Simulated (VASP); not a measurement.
Given:

```xyz
4
Lattice="2.4642 -4.0818 0.0000 2.4642 4.0818 0.0000 0.0000 0.0000 4.8202" Properties=species:S:1:pos:R:3 pbc="T T T"
Ga     2.4642     2.8058     4.4151
Ga     2.4642     1.2759     2.0050
Ga     2.4642    -1.2759     2.8152
Ga     2.4642    -2.8058     0.4051
```

Level of theory: vdW-DF2, VASP's PBE PAW potentials (set 64) (plane waves; VASP 6.6.1). Numerical set-up: 520 eV cut-off, 8×8×7 Γ-centred mesh, tetrahedra with Blöchl corrections, potentials Ga_d.

The cores are frozen, which limits the accuracy of field gradients.

Q: Give the principal components of the electric field gradient (V/Å²) and the asymmetry η at each nucleus.

A: 
| atom | Vxx | Vyy | Vzz | η |
|---|---|---|---|---|
| Ga1 | 24.0 | 13.8 | -37.8 | 0.27 |
| Ga2 | 24.0 | 13.8 | -37.8 | 0.27 |
| Ga3 | 24.0 | 13.8 | -37.8 | 0.27 |
| Ga4 | 24.0 | 13.8 | -37.8 | 0.27 |

The compound is Ga in the alpha structure. It was relaxed first, which changed the volume by +24 %.
